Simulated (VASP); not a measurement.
Here is a VASP 6.6.1 calculation.

INCAR

```
SYSTEM = Cu7Si2Ni4Pt7
PREC     = Accurate       ! precision mode
ENCUT    = 520            ! plane-wave cutoff, eV
EDIFF    = 1E-6           ! SCF threshold, eV
ISMEAR   = -1             ! smearing method
SIGMA    = 0.2128         ! smearing width, eV
LREAL    = Auto         
LASPH    = .TRUE.         ! aspherical terms in the spheres
NELM     = 100            ! most SCF steps
ALGO     = Normal         ! electronic algorithm
ISIF     = 2              ! what is computed and relaxed
LWAVE    = .FALSE.        ! write WAVECAR
LCHARG   = .FALSE.        ! write CHGCAR
GGA      = PE             ! functional
ISYM     = 0            
NBANDS   = 114            ! bands
```

Contents of KPOINTS:

```
Automatic mesh
0
Gamma
  1 1 1
  0.25 0.25 0.25
```

POSCAR

```
Cu7Si2Ni4Pt7
1.0
    6.3918180000      0.0201270000      0.0956380000
    0.0201270000      6.3566260000      0.0266190000
    0.0956380000      0.0266190000      6.4557280000
Cu Pt Ni Si
7 7 4 2
Direct
    0.6370389859      0.6312666552      0.6994734255
    0.6773358124      0.1701497405      0.4234944133
    0.8542539146      0.9344815529      0.6248054286
    0.0725779952      0.7543498798      0.3031730498
    0.1650067265      0.1370803641      0.4594200909
    0.6985629459      0.7528034339      0.2962223567
    0.2227147535      0.4086217521      0.0717444886
    0.8687652238      0.3261094070      0.7225600777
    0.9539405384      0.0983488500      0.1450911635
    0.3554438461      0.0499317717      0.1109877813
    0.3873763023      0.4736444637      0.3986086717
    0.2581311999      0.6160734886      0.7267680094
    0.6550177715      0.4147955181      0.0709448986
    0.3581397099      0.2400370878      0.7452469632
    0.1558458284      0.9679385676      0.8216621983
    0.4262491077      0.8818051302      0.5235909284
    0.6100656026     -0.0008907412      0.8640564250
    0.9154831362      0.6955850359     -0.0664132309
    0.4117384955      0.6944495112      0.0932086361
    0.9498485768      0.4057530060      0.3532924006
```

Potentials or basis: VASP PAW PBE potentials, release 64 (Cu, Pt, Ni, Si).

Command:

```console
$ cat potpaw_PBE.64/Cu/POTCAR potpaw_PBE.64/Pt/POTCAR potpaw_PBE.64/Ni/POTCAR potpaw_PBE.64/Si/POTCAR > POTCAR
$ mpirun -np 1 vasp_std > vasp.out
```

What does it give for the band gap on the k mesh?

None (metal or under the smearing width).

Predict the largest force.

4.908 eV/Å.

Forces in eV/Å, atoms in the order of the input:
```
Cu   0.448 -0.096 -0.155
Cu  -2.015  0.032 -0.542
Cu   1.173 -1.317 -1.197
Cu   0.739 -0.445  0.442
Cu  -0.784 -0.762 -0.280
Cu   0.734  0.593 -0.042
Cu  -2.403  0.232 -0.905
Pt   1.785 -0.302  0.166
Pt  -2.056 -0.338 -1.913
Pt   1.474 -0.815  4.250
Pt   0.482 -0.243 -0.684
Pt  -3.284  1.640  3.257
Pt   0.504 -0.633  0.087
Pt   3.340  1.838 -0.895
Ni  -2.182 -2.064 -0.338
Ni   0.216  0.817 -0.590
Ni   2.289 -0.982 -0.008
Ni   0.085  0.189  0.733
Si   0.066  1.017 -1.330
Si  -0.611  1.638 -0.056
```

 Spin polarisation is off, so any magnetic state and its effect on volume and gap are missing.
